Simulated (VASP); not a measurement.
Calculation: PBE GGA, VASP's PBE PAW potentials (set 64) (plane waves; VASP).

VASP ran on this input.

File POSCAR:
```
Os
1.0
  1.3592300000  -2.3092790000   0.0000000000
  1.3592300000   2.3092790000   0.0000000000
  0.0000000000   0.0000000000   4.4433190000
Os
2
Direct
  0.3333330000   0.6666670000   0.2500000000
  0.6746950000   0.3413610000   0.7500000000
```

### INCAR
```
ALGO  =  Normal
EDIFF  =  1E-6
ENCUT  =  400
GGA  =  PE
ISIF  =  2
ISMEAR  =  1
LASPH  =  .True.
LCHARG  =  .False.
LMAXMIX  =  6
LREAL  =  .False.
LWAVE  =  .False.
NELM  =  100
PREC  =  Single
SIGMA  =  0.1
SYSTEM  =  Os
```

File KPOINTS:
```
Automatic mesh
0
Gamma
14 14 8
0 0 0
```

POTCAR, in this order: Os (PBE.64 set). Program: vasp_std.

Unless said otherwise, spin-orbit coupling is left out, though it shifts the bands of the heavy elements here.

**Question.** Predict the energy per atom (σ→0), pressure, largest force, band gap (on the k-mesh).

**Answer.** 
- energy per atom (σ→0) = -11.194 eV/atom
- band gap (on the k-mesh) = none (metal, semimetal or under 0.01 eV)
- pressure = 10.20 GPa
- largest force = 0.185 eV/Å

**OSZICAR**
```
...
DAV:   6    -0.227220627888E+02    0.10672E+01   -0.11392E+00 12816   0.972E+00    0.110E+01
DAV:   7    -0.223961714996E+02    0.32589E+00   -0.83377E-01 13532   0.820E+00    0.476E-01
DAV:   8    -0.223906046676E+02    0.55668E-02   -0.74463E-03 12184   0.715E-01    0.297E-01
DAV:   9    -0.223883208338E+02    0.22838E-02   -0.16116E-03 13072   0.475E-01    0.579E-02
DAV:  10    -0.223883597868E+02   -0.38953E-04   -0.69778E-05 13260   0.842E-02    0.102E-02
DAV:  11    -0.223883274084E+02    0.32378E-04   -0.70781E-06 12472   0.317E-02    0.862E-04
DAV:  12    -0.223883266275E+02    0.78088E-06   -0.13212E-07  6352   0.406E-03
   1 F= -.22388327E+02 E0= -.22388309E+02  d E =-.536301E-04
```

The compound is Os in the hcp structure. The cell was not relaxed at this level, atoms are displaced from their ideal sites. The run is one of a series of settings (PREC = Single against the base run), some of them coarse on purpose.
